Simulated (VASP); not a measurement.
Level of theory: PBE GGA, VASP's PBE PAW potentials (set 64) (plane waves; VASP 6.6.1).

The input files of a VASP run:

INCAR:
```
SYSTEM=NiSi2
PREC=Accurate; ENCUT=800; LREAL=.FALSE.
LASPH=.TRUE.
EDIFF=1E-6; NELM=100; ALGO=Normal
LMAXMIX=4
ISMEAR=1; SIGMA=0.1
GGA=PE
ISIF=2
LWAVE=.FALSE.; LCHARG=.FALSE.
```

**KPOINTS**
```
Automatic mesh
0
Gamma
9 9 9
0 0 0
```

### POSCAR
```
NiSi2
2.7503790
  0.0000000000   0.9781313775   1.0000000000
  0.9865531260   0.0000000000   1.0000000000
  0.9865531260   0.9781313775   0.0000000000
Si Ni
2 1
Cart
  0.4932765630   0.4890656888   0.5000000000
  1.4798296889   1.4671970663   1.5000000000
  0.0243047228   0.0000000000  -0.0000000000
```

POTCAR, in this order: Si_sv_GW Ni (PBE.64 set). Program: vasp_std.

What VASP printed:

### OUTCAR
```
 ion  position               nearest neighbor table
   1  0.250  0.250  0.250-   3 2.32   3 2.32   3 2.39   3 2.39   2 2.69   2 2.69   2 2.71   2 2.71
                             2 2.75   2 2.75
   2  0.750  0.750  0.750-   3 2.32   3 2.32   3 2.39   3 2.39   1 2.69   1 2.69   1 2.71   1 2.71
                             1 2.75   1 2.75
   3  0.988  0.012  0.012-   2 2.32   1 2.32   1 2.32   2 2.32   2 2.39   1 2.39   1 2.39   2 2.39
  LATTYP: Found a face centered orthorhombic cell.
 ALAT       =     5.3804640000
 B/A-ratio  =     1.0086100381
 C/A-ratio  =     1.0223575513
 Subroutine PRICEL returns:
 Original cell was already a primitive cell.
 Subroutine GETGRP returns: Found  4 space group operations
The static configuration has the point symmetry C_2v.
The dynamic configuration has the point symmetry C_2v.
 Subroutine INISYM returns: Found  4 space group operations
 Subroutine IBZKPT returns following result:
 Found    125 irreducible k-points:

 Following reciprocal coordinates:
            Coordinates               Weight
  0.000000  0.000000  0.000000      1.000000
  0.111111 -0.000000  0.000000      8.000000
  0.222222  0.000000  0.000000      8.000000
  0.333333  0.000000  0.000000      8.000000
  0.444444  0.000000  0.000000      8.000000
  0.111111  0.111111  0.000000      2.000000
  0.222222  0.111111  0.000000      8.000000
  0.333333  0.111111  0.000000      8.000000
  0.444444  0.111111  0.000000      8.000000
 -0.444444  0.111111 -0.000000      8.000000
 -0.333333  0.111111 -0.000000      8.000000
 -0.222222  0.111111 -0.000000      8.000000
 -0.111111  0.111111 -0.000000      4.000000
  0.222222  0.222222  0.000000      2.000000
  0.333333  0.222222  0.000000      8.000000
  0.444444  0.222222  0.000000      8.000000
 -0.444444  0.222222 -0.000000      8.000000
 -0.333333  0.222222 -0.000000      8.000000
 -0.222222  0.222222 -0.000000      4.000000
...
```

File OSZICAR:
```
       N       E                     dE             d eps       ncg     rms          rms(c)
DAV:   1     0.723857320319E+03    0.72386E+03   -0.30944E+04  6886   0.783E+03
DAV:   2     0.157710575612E+03   -0.56615E+03   -0.55590E+03  5340   0.169E+03
DAV:   3     0.792336992022E+01   -0.14979E+03   -0.14881E+03  5574   0.456E+02
DAV:   4    -0.146233048975E+02   -0.22547E+02   -0.22501E+02  7164   0.217E+02
DAV:   5    -0.191796606788E+02   -0.45564E+01   -0.45561E+01  7324   0.135E+02    0.156E+01
DAV:   6    -0.236831666202E+02   -0.45035E+01   -0.51576E+01  5398   0.131E+02    0.255E+01
DAV:   7    -0.175105784640E+02    0.61726E+01   -0.16377E+01  6501   0.814E+01    0.316E+00
DAV:   8    -0.173748759009E+02    0.13570E+00   -0.18660E+00  8442   0.189E+01    0.197E+00
DAV:   9    -0.173424467102E+02    0.32429E-01   -0.21025E-01  7735   0.596E+00    0.380E-01
DAV:  10    -0.173430722897E+02   -0.62558E-03   -0.13565E-02  7191   0.177E+00    0.163E-01
DAV:  11    -0.173433017713E+02   -0.22948E-03   -0.99939E-04  7472   0.609E-01    0.564E-02
DAV:  12    -0.173433055015E+02   -0.37302E-05   -0.12480E-04  6345   0.219E-01    0.105E-02
DAV:  13    -0.173433063052E+02   -0.80368E-06   -0.19757E-05  7479   0.145E-01    0.658E-03
DAV:  14    -0.173433072037E+02   -0.89855E-06   -0.84789E-07  4525   0.293E-02
   1 F= -.17343307E+02 E0= -.17343511E+02  d E =0.610215E-03
```

### OUTCAR
```
------------------------ aborting loop because EDIFF is reached ----------------------------------------
  FORCE on cell =-STRESS in cart. coord.  units (eV):
  Direction    XX          YY          ZZ          XY          YZ          ZX
  --------------------------------------------------------------------------------------
  Total        0.2268512      0.3997271      0.0252988      0.0000000      0.0000000      0.0000000
  in kB        9.0516230     15.9495661      1.0094490      0.0000000      0.0000000      0.0000000
  external PRESSURE =       8.6702127 kB  Pullay stress =       0.0000000 kB
  volume of cell :       40.15
      direct lattice vectors                 reciprocal lattice vectors
     0.000000000  2.690232000  2.750379000    -0.184270996  0.185857577  0.181793127
     2.713395000  0.000000000  2.750379000     0.184270996 -0.185857577  0.181793127
     2.713395000  2.690232000  0.000000000     0.184270996  0.185857577 -0.181793127
 POSITION                                       TOTAL-FORCE (eV/Angst)
 -----------------------------------------------------------------------------------
      1.35670      1.34512      1.37519         0.317914     -0.000000      0.000000
      4.07009      4.03535      4.12557         0.317914      0.000000     -0.000000
      0.06685      2.69023      2.75038        -0.635829      0.000000      0.000000
 -----------------------------------------------------------------------------------
    total drift:                               -0.000793     -0.000001     -0.000000
  FREE ENERGIE OF THE ION-ELECTRON SYSTEM (eV)
  ---------------------------------------------------
  free  energy   TOTEN  =       -17.3433072037 eV

  energy  without entropy=      -17.3439174191  energy(sigma->0) =      -17.34351061
```
(Selected blocks of OUTCAR.)

The compound is NiSi2 in the fluorite structure. The cell was not relaxed at this level, atoms are displaced from their ideal sites. The run is one of a series of settings (ENCUT = 800, POTCAR Si_sv_GW Ni (PBE.64 set) against the base run), some of them coarse on purpose. The run is not spin-polarised, so no magnetic state was tried.
